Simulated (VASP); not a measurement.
# Sn2C (Fm-3m) in VASP: density of states with PBE

Aim: the density of states of Sn2C with PBE.

Everything below comes from runs of VASP 6.6.1. Logs are shortened: lines on timing, memory, paths and dates and some standing lists are left out, and cuts for length are marked.

## (1) Starting point

The structure is cubic, space group Fm-3m (No. 225). The conventional cell has a = 6.365 Å, b = 6.365 Å, c = 6.365 Å, α = 90.00°, β = 90.00°, γ = 90.00°. C (site symmetry m-3m) is surrounded by 8 Sn at 2.76 Å. Sn (site symmetry -43m) is surrounded by 4 C at 2.76 Å.

The cell comes from a database or a generator and needn't be the stable form of this composition.

## (2) Density of states, PBE

Contents of POSCAR:

```
Sn2C
1.0
    0.0000000000      3.1822557838      3.1822557838
    3.1822557838      0.0000000000      3.1822557838
    3.1822557838      3.1822557838      0.0000000000
C Sn
1 2
Direct
    0.0000000000      0.0000000000      0.0000000000
    0.2500000000      0.2500000000      0.2500000000
    0.7500000000      0.7500000000      0.7500000000
```

Contents of INCAR.step1:

```
SYSTEM = Sn2C
  PREC = Accurate
  ENCUT = 520
  EDIFF = 1E-7
  ISMEAR = -1
  SIGMA = 0.05
  LREAL = .False.
  LASPH = .True.
  NELM = 100
  ALGO = Fast
  ISIF = 2
  LWAVE = .False.
  LCHARG = .True.
  GGA = PE
  NBANDS = 23
```

Contents of KPOINTS.step1:

```
Automatic mesh
0
Gamma
  11 11 11
  0 0 0
```

Contents of INCAR.step2:

```
SYSTEM = Sn2C
  PREC = Accurate
  ENCUT = 520
  EDIFF = 1E-7
  ISMEAR = -5
  SIGMA = 0.05
  LREAL = .False.
  LASPH = .True.
  NELM = 100
  ALGO = Fast
  ISIF = 2
  LWAVE = .False.
  LCHARG = .False.
  GGA = PE
  LORBIT = 11
  NBANDS = 23
  NEDOS = 1001
  ICHARG = 11
```

Contents of KPOINTS.step2:

```
Automatic mesh
0
Gamma
  17 17 17
  0 0 0
```

Potentials or basis: VASP PAW PBE potentials, release 64 (C, Sn_d).

Started as:

```console
$ cat potpaw_PBE.64/C/POTCAR potpaw_PBE.64/Sn_d/POTCAR > POTCAR
$ cp INCAR.step1 INCAR
$ cp KPOINTS.step1 KPOINTS
$ mpirun -np 1 vasp_std > vasp.out
$ cp INCAR.step2 INCAR
$ cp KPOINTS.step2 KPOINTS
$ mpirun -np 1 vasp_std > vasp.out
```

OUTCAR:

```text
SYSTEM = Sn2C
   PREC = Accurate
   ENCUT = 520
   EDIFF = 1E-7
   ISMEAR = -5
   LREAL = .False.
   LASPH = .True.
   NELM = 100
   ISIF = 2
   GGA = PE
   LORBIT = 11
   ICHARG = 11

 ion  position               nearest neighbor table
   1  0.000  0.000  0.000-   3 2.76   3 2.76   3 2.76   2 2.76   3 2.76   2 2.76   2 2.76   2 2.76

   2  0.250  0.250  0.250-   1 2.76   1 2.76   1 2.76   1 2.76   3 3.18   3 3.18   3 3.18   3 3.18
                             3 3.18   3 3.18
   3  0.750  0.750  0.750-   1 2.76   1 2.76   1 2.76   1 2.76   2 3.18   2 3.18   2 3.18   2 3.18
                             2 3.18   2 3.18

  LATTYP: Found a face centered cubic cell.
 ALAT       =     6.3645115676

  Lattice vectors:

 A1 = (   0.0000000000,   3.1822557838,   3.1822557838)
 A2 = (   3.1822557838,   0.0000000000,   3.1822557838)
 A3 = (   3.1822557838,   3.1822557838,   0.0000000000)

Analysis of symmetry for initial positions (statically):
=====================================================================
 Subroutine PRICEL returns:
 Original cell was already a primitive cell.

 Routine SETGRP: Setting up the symmetry group for a
 face centered cubic supercell.

 Subroutine GETGRP returns: Found 48 space group operations
 (whereof 48 operations were pure point group operations)
 out of a pool of 48 trial point group operations.

The static configuration has the point symmetry O_h .

Analysis of symmetry for dynamics (positions and initial velocities):
=====================================================================
 Subroutine PRICEL returns:
 Original cell was already a primitive cell.

 Routine SETGRP: Setting up the symmetry group for a
 face centered cubic supercell.

 Subroutine GETGRP returns: Found 48 space group operations
 (whereof 48 operations were pure point group operations)
 out of a pool of 48 trial point group operations.

The dynamic configuration has the point symmetry O_h .

 Subroutine INISYM returns: Found 48 space group operations
 (whereof 48 operations are pure point group operations),
 and found     1 'primitive' translations

----------------------------------------------------------------------------------------

                                     Primitive cell

  volume of cell :      64.4518

  direct lattice vectors                    reciprocal lattice vectors
     0.000000000  3.182255784  3.182255784    -0.157121248  0.157121248  0.157121248
     3.182255784  0.000000000  3.182255784     0.157121248 -0.157121248  0.157121248
[... 99 lines left out ...]
   PSTRESS=    0.0 pullay stress
   NELECT =      32.0000    total number of electrons
   NUPDOWN=      -1.0000    fix difference up-down
   EMIN   =  10.00;   EMAX   =-10.00  energy-range for DOS
   EFERMI =   0.00;   METHOD = LEGACY
   ISMEAR =    -5;   SIGMA  =   0.05  broadening in eV -4-tet -1-fermi 0-gaus
   EFERMI_NEDOS =   21; number of points for ismear=-14 and -15
   IALGO  =     68    algorithm
   IMIX   =      4    mixing-type and parameters
     AMIX     =   0.40;   BMIX     =  1.00
     AMIX_MAG =   1.60;   BMIX_MAG =  1.00
  volume/ion in A,a.u.               =      21.48       144.98
  Fermi-wavevector in a.u.,A,eV,Ry     =   1.296323  2.449694 22.863939  1.680452
  Thomas-Fermi vector in A             =   2.427786
   LORBIT       =     11    0 simple, 1 ext, 2 COOP (PROOUT), +10 PAW based schemes
   GGA     = PE    functional components
   LHFCALC =     F    Hartree Fock is set to
   AEXX    =    0.0000 exact exchange contribution
   IVDW    =     0    specifies the selected vdW correction
   LEPSILON=     F    determine dielectric tensor
   LRPA    =     F    only Hartree local field effects (RPA)
 non-spin polarized calculation
 RMM-DIIS sequential band-by-band and
 Fermi weights with tetrahedron method with Bloechl corrections
  energy-cutoff  :      520.00
  volume of cell :       64.45
 maximum number of plane-waves:      1807
 NGX is ok and might be reduce to    36

 number of electron      32.0000004 magnetization

 Free energy of the ion-electron system (eV)
  ---------------------------------------------------
  ext. energy  EPLUGINS =         0.00000000
  ---------------------------------------------------
  free energy    TOTEN  =       -12.80373515 eV

  energy without entropy =      -12.80373515  energy(sigma->0) =      -12.80373515

 E-fermi :   7.5813     XC(G=0): -10.3330

 val. band max:        7.6007269587   @ k =  -0.2941   0.2941   0.0000
 cond. band min:       7.5078632240   @ k =   0.0588   0.0588   0.0000
 fundamental gap:     -0.0928637347
 Fermi energy:         7.5812879271

 k-point     1 :       0.0000    0.0000    0.0000
  band No.  band energies     occupation
      1     -14.2952      2.00000
      2     -14.2952      2.00000
      3     -14.1749      2.00000
      4     -14.1749      2.00000
      5     -14.1749      2.00000
      6     -14.0111      2.00000
[... 613 lines left out ...]
     22      12.4468      0.00000
     23      15.2486      0.00000

 [... further k-points ...]

------------------------ aborting loop because EDIFF is reached ----------------------------------------

  FORCE on cell =-STRESS in cart. coord.  units (eV):
  Direction    XX          YY          ZZ          XY          YZ          ZX
  --------------------------------------------------------------------------------------
  -------------------------------------------------------------------------------------
  Total       -0.0319445     -0.0319445     -0.0319445     -0.0000000     -0.0000000      0.0000000
  in kB       -0.7940926     -0.7940926     -0.7940926     -0.0000000     -0.0000000      0.0000000
  external PRESSURE =      -0.7940926 kB  Pullay stress =       0.0000000 kB

 VOLUME and BASIS-vectors are now :
 -----------------------------------------------------------------------------
  energy-cutoff  :      520.00
  volume of cell :       64.45
      direct lattice vectors                 reciprocal lattice vectors
     0.000000000  3.182255784  3.182255784    -0.157121248  0.157121248  0.157121248
     3.182255784  0.000000000  3.182255784     0.157121248 -0.157121248  0.157121248
     3.182255784  3.182255784  0.000000000     0.157121248  0.157121248 -0.157121248

 POSITION                                       TOTAL-FORCE (eV/Angst)
 -----------------------------------------------------------------------------------
      0.00000      0.00000      0.00000         0.000000     -0.000000     -0.000000
      1.59113      1.59113      1.59113         0.000000      0.000000      0.000000
      4.77338      4.77338      4.77338        -0.000000      0.000000     -0.000000
 -----------------------------------------------------------------------------------
    total drift:                                0.000000      0.000000      0.000000

  FREE ENERGIE OF THE ION-ELECTRON SYSTEM (eV)
  ---------------------------------------------------
  free  energy   TOTEN  =       -12.8037351519 eV

  energy  without entropy=      -12.8037351519  energy(sigma->0) =      -12.80373515

 total charge

# of ion       s       p       d       tot
------------------------------------------
    1        1.019   1.086   0.000   2.105
    2        1.309   0.850   9.992  12.151
    3        1.309   0.850   9.992  12.151
--------------------------------------------------
tot          3.638   2.786  19.984  26.408
```

OSZICAR.step1:

```text
N       E                     dE             d eps       ncg     rms          rms(c)
DAV:   1     0.255125030148E+03    0.25513E+03   -0.16382E+04  2639   0.210E+03
DAV:   2     0.160074720820E+02   -0.23912E+03   -0.23051E+03  2646   0.477E+02
DAV:   3    -0.126559130425E+02   -0.28663E+02   -0.27470E+02  3227   0.140E+02
DAV:   4    -0.137824759643E+02   -0.11266E+01   -0.11208E+01  2772   0.302E+01
DAV:   5    -0.138189898681E+02   -0.36514E-01   -0.36509E-01  3625   0.551E+00    0.534E+00
RMM:   6    -0.131070646777E+02    0.71193E+00   -0.21264E+00  3156   0.664E+00    0.329E+00
RMM:   7    -0.128196715993E+02    0.28739E+00   -0.22456E-01  3248   0.328E+00    0.132E+00
RMM:   8    -0.128429147551E+02   -0.23243E-01   -0.21159E-01  3118   0.195E+00    0.116E+00
RMM:   9    -0.128004554872E+02    0.42459E-01   -0.34634E-02  3490   0.109E+00    0.211E-01
RMM:  10    -0.128003066631E+02    0.14882E-03   -0.64851E-03  3624   0.389E-01    0.588E-02
RMM:  11    -0.128003984580E+02   -0.91795E-04   -0.90454E-04  3470   0.226E-01    0.322E-02
RMM:  12    -0.128003901878E+02    0.82702E-05   -0.18286E-04  3691   0.976E-02    0.125E-02
RMM:  13    -0.128003945116E+02   -0.43238E-05   -0.54969E-05  3943   0.444E-02    0.130E-02
RMM:  14    -0.128003908127E+02    0.36989E-05   -0.62638E-06  3460   0.168E-02    0.686E-03
RMM:  15    -0.128003898099E+02    0.10028E-05   -0.33181E-06  2796   0.908E-03    0.786E-04
RMM:  16    -0.128003898780E+02   -0.68133E-07   -0.60117E-07  2787   0.505E-03
   1 F= -.12800390E+02 E0= -.12796547E+02  d E =-.768590E-02
```

Wall time 2.3 min (1 thread of Intel Xeon 6975P-C (Granite Rapids), shared host); peak memory 0.35 GiB.

Results:

```
Valence electrons inside the program's atomic spheres : C 2.10; Sn 12.15
```

States per cell in windows of 0.5 eV (zero at the Fermi level; states under -8 eV left out):
| from (eV) | total | Sn2_p | Sn3_p | C1_p | Sn2_s | Sn3_s | C1_s |
| --- | --- | --- | --- | --- | --- | --- | --- |
| -8.0 | 0.70 | 0.02 | 0.02 | 0.03 | 0.15 | 0.15 | 0.05 |
| -7.5 | 0.58 | 0.01 | 0.01 | 0.02 | 0.12 | 0.12 | 0.06 |
| -7.0 | 0.60 | 0.02 | 0.02 | 0.02 | 0.13 | 0.13 | 0.06 |
| -6.5 | 0.51 | 0.01 | 0.01 | 0.02 | 0.11 | 0.11 | 0.05 |
| -6.0 | 0.46 | 0.01 | 0.01 | 0.01 | 0.11 | 0.11 | 0.05 |
| -5.5 | 0.25 | 0.01 | 0.01 | 0.01 | 0.06 | 0.06 | 0.02 |
| -5.0 | 0.26 | 0.03 | 0.03 | 0.02 | 0.03 | 0.03 | 0.00 |
| -4.5 | 0.53 | 0.07 | 0.07 | 0.07 | 0.02 | 0.02 | 0.00 |
| -4.0 | 0.54 | 0.07 | 0.07 | 0.08 | 0.02 | 0.02 | 0.00 |
| -3.5 | 0.64 | 0.08 | 0.08 | 0.10 | 0.02 | 0.02 | 0.00 |
| -3.0 | 0.75 | 0.08 | 0.08 | 0.13 | 0.03 | 0.03 | 0.01 |
| -2.5 | 1.04 | 0.11 | 0.11 | 0.18 | 0.05 | 0.05 | 0.03 |
| -2.0 | 0.64 | 0.06 | 0.06 | 0.11 | 0.03 | 0.03 | 0.02 |
| -1.5 | 0.62 | 0.07 | 0.07 | 0.09 | 0.03 | 0.03 | 0.03 |
| -1.0 | 0.75 | 0.08 | 0.08 | 0.11 | 0.06 | 0.06 | 0.02 |
| -0.5 | 0.45 | 0.06 | 0.06 | 0.06 | 0.03 | 0.03 | 0.01 |
| 0.0 | 0.54 | 0.08 | 0.08 | 0.08 | 0.02 | 0.02 | 0.01 |
| 0.5 | 1.40 | 0.17 | 0.17 | 0.25 | 0.03 | 0.03 | 0.01 |
| 1.0 | 0.98 | 0.11 | 0.11 | 0.22 | 0.03 | 0.03 | 0.01 |
| 1.5 | 0.78 | 0.09 | 0.09 | 0.18 | 0.02 | 0.02 | 0.00 |
| 2.0 | 1.14 | 0.15 | 0.15 | 0.24 | 0.02 | 0.02 | 0.01 |
| 2.5 | 1.12 | 0.16 | 0.16 | 0.24 | 0.02 | 0.02 | 0.01 |
| 3.0 | 0.79 | 0.12 | 0.12 | 0.13 | 0.01 | 0.01 | 0.00 |
| 3.5 | 0.81 | 0.15 | 0.15 | 0.10 | 0.01 | 0.01 | 0.00 |
| 4.0 | 0.76 | 0.15 | 0.15 | 0.08 | 0.01 | 0.01 | 0.00 |
| 4.5 | 0.61 | 0.13 | 0.13 | 0.04 | 0.01 | 0.01 | 0.00 |
| 5.0 | 0.54 | 0.12 | 0.12 | 0.03 | 0.01 | 0.01 | 0.00 |
| 5.5 | 0.60 | 0.14 | 0.14 | 0.03 | 0.01 | 0.01 | 0.00 |
| 6.0 | 0.79 | 0.21 | 0.21 | 0.04 | 0.01 | 0.01 | 0.00 |
| 6.5 | 0.70 | 0.17 | 0.17 | 0.04 | 0.01 | 0.01 | 0.01 |
| 7.0 | 0.74 | 0.14 | 0.14 | 0.04 | 0.00 | 0.00 | 0.01 |
| 7.5 | 1.02 | 0.14 | 0.14 | 0.06 | 0.00 | 0.00 | 0.01 |

Caveat: tetrahedron occupations give inexact forces and stress in metals.
